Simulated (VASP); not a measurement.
Here is the system:

```
Zr
1.0
   -1.78961     1.78961     1.78961
    1.78961    -1.78961     1.78961
    1.78961     1.78961    -1.78961
Zr
1
Cartesian
  0.00000   0.00000   0.00000
```

These are r2SCAN meta-GGA, VASP's PBE PAW potentials (set 64) (plane waves; VASP) values and carry that method's errors. Settings: 400 eV cut-off, 16×16×16 Γ-centred mesh, tetrahedra with Blöchl corrections, potentials Zr_sv.

Task: Give the energies of bands 5 to 9 at the high-symmetry points, in eV from the Fermi level.

Result: 
| band | Γ | H | N | P |
|---|---|---|---|---|
| 5 | -5.74 | -2.78 | -2.96 | -0.59 |
| 6 | 1.32 | -2.78 | -0.63 | -0.59 |
| 7 | 1.32 | 6.01 | 1.55 | -0.59 |
| 8 | 1.32 | 6.01 | 3.92 | 4.74 |
| 9 | 3.88 | 6.01 | 4.61 | 4.74 |

It has no gap at this level: it comes out as a metal or semimetal.

The structure was generated: Zr was put into the bcc type (Im-3m), which need not be its known phase. It was relaxed first.
